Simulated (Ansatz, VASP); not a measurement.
**ZnWBr6 in VASP and in Ansatz**

The input INCAR:

```
SYSTEM = ZnWBr6
PREC     = Accurate       ! precision mode
ENCUT    = 520            ! plane-wave cutoff, eV
EDIFF    = 1E-7           ! SCF threshold, eV
ISMEAR   = 0              ! smearing method
SIGMA    = 0.1            ! smearing width, eV
LREAL    = .False.        ! projectors in reciprocal space
LASPH    = .True.         ! aspherical terms in the spheres
NELM     = 150            ! most SCF steps
ALGO     = Normal         ! electronic algorithm
ISIF     = 2              ! what is computed and relaxed
LWAVE    = .False.        ! write WAVECAR
LCHARG   = .False.        ! write CHGCAR
ISPIN    = 2              ! spin polarisation
MAGMOM   = 0.01 1.57 -0.01 -0.01 -0.01 -0.01 -0.01 -0.01 ! initial moments
LORBIT   = 11             ! projections on sites
LMAXMIX  = 4              ! l up to which the mixer works
GGA      = PE             ! functional
NBANDS   = 48             ! bands
```

KPOINTS

```
Automatic mesh
0
Gamma
  4 4 4
  0 0 0
```

The input POSCAR:

```
ZnWBr6
1.0
    0.0000000000      5.4123842100      5.4123842100
    5.4123842100      0.0000000000      5.4123842100
    5.4123842100      5.4123842100      0.0000000000
Zn W Br
1 1 6
Direct
    0.5000000000      0.5000000000      0.5000000000
    0.0000000000      0.0000000000      0.0000000000
    0.2500639900      0.2500639900      0.7499360100
    0.7499360100      0.7499360100      0.2500639900
    0.2500639900      0.7499360100      0.7499360100
    0.2500639900      0.7499360100      0.2500639900
    0.7499360100      0.2500639900      0.2500639900
    0.7499360100      0.2500639900      0.7499360100
```

Input for Ansatz:

```yaml
crystal:
  lattice:
    - [0.0, 5.41238421, 5.41238421]
    - [5.41238421, 0.0, 5.41238421]
    - [5.41238421, 5.41238421, 0.0]
  atoms:
    - { symbol: Zn, position: [0.5, 0.5, 0.5] }
    - { symbol: W, position: [0.0, 0.0, 0.0] }
    - { symbol: Br, position: [0.25006399, 0.25006399, 0.74993601] }
    - { symbol: Br, position: [0.74993601, 0.74993601, 0.25006399] }
    - { symbol: Br, position: [0.25006399, 0.74993601, 0.74993601] }
    - { symbol: Br, position: [0.25006399, 0.74993601, 0.25006399] }
    - { symbol: Br, position: [0.74993601, 0.25006399, 0.25006399] }
    - { symbol: Br, position: [0.74993601, 0.25006399, 0.74993601] }
basis:
  ecutwfc: 420
kpoints:
  mp_grid: { grid: [4, 4, 4] }
hamiltonian:
  xc: pbe
scf:
  occupations: { method: gaussian, width: 0.1 }
  lower_state_search: "off"
output:
  forces: true
  stress: true
  eigenvalues: true
  populations: true
magnetization:
  spin_polarized: true
```

Change from the starting cell: species swapped into the ZrCoF6 type (Fm-3m, No. 225).

Alike in both runs: task single point; functional PBE; k mesh 4 × 4 × 4; occupations gaussian, width 0.1 eV; collinear spin.

```csv
,VASP,Ansatz
version,VASP 6.6.1,Ansatz 0.2.0
potentials or method,"VASP PAW PBE potentials, release 64 (Zn, W_sv, Br)","scalar-relativistic, plane waves, PAW"
plane-wave cutoff (eV),520,420
valence electrons in the cell,68,68
```

VASP gave:

| Quantity | Value |
| --- | --- |
| gap on the k mesh at the Fermi level (eV) | none |
| pressure (GPa) | -4.2 |
| rms of the force components (eV/Å) | 0.522 |
| net moment per atom (μB) | 0.24 |
| size of the moment on the site where the two differ most (μB) | 1.57 |

Problem. What did Ansatz give for the same quantities?

Solution. gap on the k mesh at the Fermi level (eV): none; pressure (GPa): -4.2; rms of the force components (eV/Å): 0.522; net moment per atom (μB): 0.24; size of the moment on the site where the two differ most (μB): 1.43.

Site moments also hang on the region over which each program counts them. Atom by atom the forces differ by 0.000 eV/Å (rms over components). A gap of «none» marks a metal or a gap that the smearing closes. Ansatz warned: «no_starting_moments».

Caveats: forces of over 1 eV/Å show positions far from the minimum, so gaps and moduli don't describe the material at rest. Spin-orbit coupling is left out, which matters for the levels of W.
